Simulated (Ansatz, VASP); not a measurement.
# InAs in two plane-wave programs, part 2 of 2

One calculation is typed for both programs; each brings its own data sets. How far apart do they land? The cell is taken from a series of runs on this material, whose earlier steps may have relaxed, scaled, displaced or heated it; both programs get it as it stands.

VASP 6.6.1 and Ansatz 0.2.0.

So far. Step 6 (VASP: single point, r2SCAN, pair 2): The run ends at a pressure of 2.31 GPa.

## (8) VASP: single point, r2SCAN, spin-orbit coupling

Level of this step: r2SCAN, spin-orbit coupling; plane waves and PAW (In_d, As) (VASP).

A single point gives forces, pressure and levels at one fixed geometry, so differences don't come from the geometry; what else differs is listed under the comparison.

The input, INCAR:

```
SYSTEM = InAs
PREC = Accurate
ENCUT = 440
EDIFF = 1E-06
NELM = 200
ISMEAR = -1
SIGMA = 0.02
LREAL = .FALSE.
ALGO = Normal
METAGGA = R2SCAN
LASPH = .TRUE.
LNONCOLLINEAR = .TRUE.
MAGMOM = 0 0 0 0 0 0
NBANDS = 30
GGA_COMPAT = .FALSE.
LSORBIT = .TRUE.
LORBIT = 11
LWAVE = .FALSE.
LCHARG = .FALSE.
ISIF = 2
EFERMI = MIDGAP
LMIXTAU = .TRUE.
KPAR = 2
```

The input, POSCAR:

```
InAs
1.0
    0.0000000000      3.0180000000      3.0180000000
    3.0180000000      0.0000000000      3.0180000000
    3.0180000000      3.0180000000      0.0000000000
In As
1 1
Direct
    0.0000000000      0.0000000000      0.0000000000
    0.7500000000      0.7500000000      0.7500000000
```

The input, KPOINTS:

```
Automatic mesh
0
Gamma
6 6 6
0 0 0
```

Potentials, in the order of the species: In_d and As (PBE family, release 64).

Run with:

```
> mpirun -np 2 vasp_ncl
```

Numbers of over 12 decimals in the logs are rounded to 6 here.

The program printed:

```text
[... set-up lines as in an earlier step ...]
 entering main loop
       N       E                     dE             d eps       ncg     rms          rms(c)
DAV:   1     0.121213677342E+03    0.12121E+03   -0.73111E+03  1320   0.120E+03
DAV:   2    -0.251882744654E+02   -0.14640E+03   -0.14003E+03  1332   0.340E+02
DAV:   3    -0.407866624153E+02   -0.15598E+02   -0.15376E+02  1616   0.123E+02
DAV:   4    -0.414294671951E+02   -0.64280E+00   -0.64120E+00  1584   0.259E+01
[...]
DAV:  17    -0.380765949955E+02    0.65007E-05   -0.37182E-06  1510   0.234E-02    0.381E-02
DAV:  18    -0.380765939830E+02    0.10125E-05   -0.12460E-05  1564   0.291E-02    0.271E-02
DAV:  19    -0.380765940253E+02   -0.42311E-07   -0.12294E-06  1396   0.959E-03
   1 F= -.38076594E+02 E0= -.38076575E+02  d E =-.390476E-04  mag=    -0.0000     0.0000    -0.0000
```

From OUTCAR (step 8):

```text
  Total        0.7652429      0.7652429      0.7652429      0.0000000      0.0000000     -0.0000000
  in kB       22.3008883     22.3008883     22.3008883      0.0000000      0.0000000     -0.0000000
  external PRESSURE =      22.3008883 kB  Pullay stress =       0.0000000 kB

 POSITION                                       TOTAL-FORCE (eV/Angst)
 -----------------------------------------------------------------------------------
      0.00000      0.00000      0.00000        -0.000000     -0.000000     -0.000000
      4.52700      4.52700      4.52700         0.000000      0.000000      0.000000
 -----------------------------------------------------------------------------------
    total drift:                                0.000000      0.000000      0.000000

  FREE ENERGIE OF THE ION-ELECTRON SYSTEM (eV)
  ---------------------------------------------------
  free  energy   TOTEN  =       -38.0765940253 eV

  energy  without entropy=      -38.0765549777  energy(sigma->0) =      -38.07657450

 magnetization (x)
# of ion       s       p       d       tot
------------------------------------------
    1        0.000   0.000   0.000   0.000
    2       -0.000   0.000  -0.000   0.000
--------------------------------------------------
tot         -0.000   0.000   0.000   0.000

 magnetization (y)
# of ion       s       p       d       tot
------------------------------------------
    1       -0.000  -0.000   0.000  -0.000
    2        0.000   0.000  -0.000   0.000
--------------------------------------------------
tot         -0.000   0.000  -0.000   0.000

 magnetization (z)
# of ion       s       p       d       tot
------------------------------------------
    1       -0.000   0.000  -0.000   0.000
    2       -0.000   0.000  -0.000  -0.000
--------------------------------------------------
tot         -0.000   0.000  -0.000   0.000

[... 1 part as in an earlier step ...]

[... 2 further parts left out ...]
[key lines of the parts left out:]
E-fermi :   4.5365
```

The run ends at a pressure of 2.23 GPa.

## (9) Ansatz: single point, r2SCAN, spin-orbit coupling

The same cell, functional, mesh and smearing now go to Ansatz, which takes its cutoff from its data sets.

The cell is taken from a series of runs on this material, whose earlier steps may have relaxed, scaled, displaced or heated it; both programs get it as it stands.

The input, input.yaml:

```yaml
crystal:
  lattice:
    - [0.0, 3.018, 3.018]
    - [3.018, 0.0, 3.018]
    - [3.018, 3.018, 0.0]
  atoms:
    - { symbol: In, position: [0.0, 0.0, 0.0] }
    - { symbol: As, position: [0.75, 0.75, 0.75] }
kpoints:
  mp_grid: { grid: [6, 6, 6] }
  band_path:
    path:
      - [[0.0, 0.0, 0.0], [-0.5, -0.5, 0.0], [-0.375, -0.375, 0.25]]
      - [[-0.375, 0.0, 0.375], [0.0, 0.0, 0.0], [0.0, 0.0, 0.5], [-0.5, -0.25, 0.25], [-0.5, -0.5, 0.0]]
    npoints: 10
hamiltonian:
  xc: r2scan
scf:
  occupations: { method: fermi_dirac, width: 0.02 }
  n_extra_bands: 8
magnetization:
  noncollinear: true
  spin_orbit: true
output:
  eigenvalues: true
```

Run with:

```
> ansatz run input.yaml --threads 12 --pin off --max-ram 22118MiB --backend cpu --events-out ev --progress --plain --runs-dir out
```

The program printed:

```text
[...]
non-collinear run that drives no moment, with spin-orbit: no starting moment large enough to seed its density (crystal.atoms[].spin), no starting occupations that ask for one, no magnetisation constraint and no magnetic field, so the semilocal B_xc is pinned to zero
Crystal: 2 atoms, lattice volume = 54.978 Å³
[...]
k-point 0: bands = [... 24 lower, 7.8036, 7.8036, 7.8036, 7.8036, 7.9762, 7.9762, 11.6562, 11.6562, ... 4 higher]
  k-point 1: bands = [... 24 lower, 7.2517, 7.2517, 7.4787, 7.4904, 9.3144, 9.3144, 12.2120, 12.2120, ... 4 higher]
  k-point 2: bands = [... 24 lower, 6.7486, 6.7486, 6.9860, 6.9961, 9.1867, 9.1867, 12.6795, 12.6795, ... 4 higher]
  k-point 15: bands = [... 24 lower, 4.7380, 4.7908, 4.8234, 4.9082, 11.0546, 11.1325, 11.4465, 11.5350, ... 4 higher]
[key lines of the parts left out:]
SCF converged after 7 iterations
Magnetization: |M| = 0.0000 μB,  M = (+0.0000, +0.0000, +0.0000) μB
Free energy (F): -10464.529083 eV
Fermi energy:    7.896929 eV
```

## (10) Comparison

What differs besides the data sets and the points named for the pairs above, as far as they apply: spin-orbit coupling enters by fully relativistic files in Ansatz and inside the spheres in VASP; the data sets hold 28 valence electrons in Ansatz (on its fully relativistic PAW (standard-fr) files) and 18 in VASP. Total energies have different zeros and are not compared.

The two programs side by side:

```
              quantity  Ansatz   VASP  difference
gap on the k mesh (eV)   0.173  0.170      +0.003
```

A gap on the mesh is an upper bound, since the band edges may lie between its points.

## (11) What came out

| Property | Result |
| --- | --- |
| difference in gap on the k mesh (single point, r2SCAN, pair 1) | 4.2e-4 eV |
| difference in gap on the k mesh (single point, r2SCAN, pair 2) | 7.4e-4 eV |
| difference in gap on the k mesh (single point, r2SCAN, spin-orbit coupling) | 0.0031 eV |

In words: The difference in gap on the k mesh is 0.0031 eV (single point, r2SCAN, spin-orbit coupling), within the 0.08 eV picked in this series as the mark of a large difference. The data sets hold unlike numbers of valence electrons (28 in Ansatz and 18 in VASP), so part of the differences comes from the potentials. Such differences can come from data sets, numerical settings and the points named under the comparisons, not from the functional's error against experiment.

[Lines on the potential files, build, host, timing and source positions are cut from VASP's logs without a mark.]

[Logs are printed without paths, hosts, clocks, repeated set-up lines and the standing remarks that a program may print on its own settings, such as how far it seeks lower states.]

[Hosts, paths, dates, database ids (printed as entryN), source tags and the programs' standing remarks are cut or masked in the printed files.]
